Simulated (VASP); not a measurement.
Input:

```yaml
crystal:
  lattice:
    - [0.00000, 2.16480, 2.16480]
    - [2.16480, 0.00000, 2.16480]
    - [2.16480, 2.16480, 0.00000]
  atoms:
    - { symbol: Si, position: [0.25000, 0.25000, 0.25000] }
    - { symbol: C, position: [0.00000, 0.00000, 0.00000] }
```

Method: PBEsol GGA, VASP's PBE PAW potentials (set 64) (plane waves; VASP). Numerical set-up: 400 eV cut-off, 11×11×11 Γ-centred mesh, Gaussian smearing of 0.050 eV, potentials Si C.

At this cut-off the stress carries a Pulay error, which pulls relaxed volumes low.

Problem. Give the stress tensor in GPa (positive for a compressed cell).

Solution. 
```
3.46  0.00  0.00
0.00  3.46  0.00
0.00  0.00  3.46
```
The pressure is its mean diagonal, 3.46 GPa.

The structure comes from a computed database's SiC entry; how it stands against other phases isn't given here. The cell was not relaxed at this level.
